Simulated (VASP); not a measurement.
Given:

```yaml
crystal:
  lattice:
    - [0.00000, 2.82000, 2.82000]
    - [2.82000, 0.00000, 2.82000]
    - [2.82000, 2.82000, 0.00000]
  atoms:
    - { symbol: Na, position: [0.00000, 0.00000, 0.00000] }
    - { symbol: Cl, position: [0.50000, 0.50000, 0.50000] }
```

Level of theory: G0W0 on PBE orbitals, VASP's PBE PAW potentials (set 64) (plane waves; VASP). Run with PREC = Normal, 500 eV cut-off, 6×6×6 Γ-centred mesh, Gaussian smearing of 0.010 eV, potentials Na_sv_GW Cl_GW.

The mesh is coarse and the basis finite, so the quasiparticle values are not converged.

NBANDS = 128, ENCUTGW = 180 eV, NOMEGA = 64. The PBE levels (eV) that the step starts from are:

```
state                            KS energy  filling
-------------------------------  ---------  -------
k1 (0.00, 0.00, 0.00), band 5       -13.59        2
k1 (0.00, 0.00, 0.00), band 6        -0.94        2
k1 (0.00, 0.00, 0.00), band 7        -0.94        2
k1 (0.00, 0.00, 0.00), band 8        -0.94        2
k1 (0.00, 0.00, 0.00), band 9         4.18        0
k1 (0.00, 0.00, 0.00), band 10       10.10        0
k1 (0.00, 0.00, 0.00), band 11       10.10        0
k1 (0.00, 0.00, 0.00), band 12       10.10        0
k7 (0.50, 0.17, 0.00), band 5       -13.25        2
k7 (0.50, 0.17, 0.00), band 6        -2.66        2
k7 (0.50, 0.17, 0.00), band 7        -1.50        2
k7 (0.50, 0.17, 0.00), band 8        -1.29        2
k7 (0.50, 0.17, 0.00), band 9         6.94        0
k7 (0.50, 0.17, 0.00), band 10        8.88        0
k7 (0.50, 0.17, 0.00), band 11        9.42        0
k7 (0.50, 0.17, 0.00), band 12       10.53        0
k11 (0.50, 0.33, 0.00), band 5      -13.22        2
k11 (0.50, 0.33, 0.00), band 6       -2.47        2
k11 (0.50, 0.33, 0.00), band 7       -1.72        2
k11 (0.50, 0.33, 0.00), band 8       -1.45        2
k11 (0.50, 0.33, 0.00), band 9        7.04        0
k11 (0.50, 0.33, 0.00), band 10       7.70        0
k11 (0.50, 0.33, 0.00), band 11       9.62        0
k11 (0.50, 0.33, 0.00), band 12      12.04        0
```

Give the quasiparticle energies and renormalisation factors Z.

```tsv
state	QP energy (eV)	Z
k1 (0.00, 0.00, 0.00), band 5	-15.07	0.71
k1 (0.00, 0.00, 0.00), band 6	-2.86	0.79
k1 (0.00, 0.00, 0.00), band 7	-2.86	0.79
k1 (0.00, 0.00, 0.00), band 8	-2.86	0.79
k1 (0.00, 0.00, 0.00), band 9	5.09	0.85
k1 (0.00, 0.00, 0.00), band 10	11.35	0.84
k1 (0.00, 0.00, 0.00), band 11	11.35	0.84
k1 (0.00, 0.00, 0.00), band 12	11.35	0.84
k7 (0.50, 0.17, 0.00), band 5	-14.69	0.71
k7 (0.50, 0.17, 0.00), band 6	-4.83	0.78
k7 (0.50, 0.17, 0.00), band 7	-3.51	0.79
k7 (0.50, 0.17, 0.00), band 8	-3.28	0.79
k7 (0.50, 0.17, 0.00), band 9	7.92	0.85
k7 (0.50, 0.17, 0.00), band 10	10.30	0.83
k7 (0.50, 0.17, 0.00), band 11	10.56	0.83
k7 (0.50, 0.17, 0.00), band 12	11.95	0.83
k11 (0.50, 0.33, 0.00), band 5	-14.66	0.71
k11 (0.50, 0.33, 0.00), band 6	-4.64	0.79
k11 (0.50, 0.33, 0.00), band 7	-3.77	0.79
k11 (0.50, 0.33, 0.00), band 8	-3.47	0.79
k11 (0.50, 0.33, 0.00), band 9	8.26	0.85
k11 (0.50, 0.33, 0.00), band 10	8.74	0.84
k11 (0.50, 0.33, 0.00), band 11	10.76	0.82
k11 (0.50, 0.33, 0.00), band 12	13.52	0.82
```
On the mesh the gap opens from 5.11 to 7.95 eV.

The compound is NaCl in the rock salt structure. The cell was not relaxed at this level.
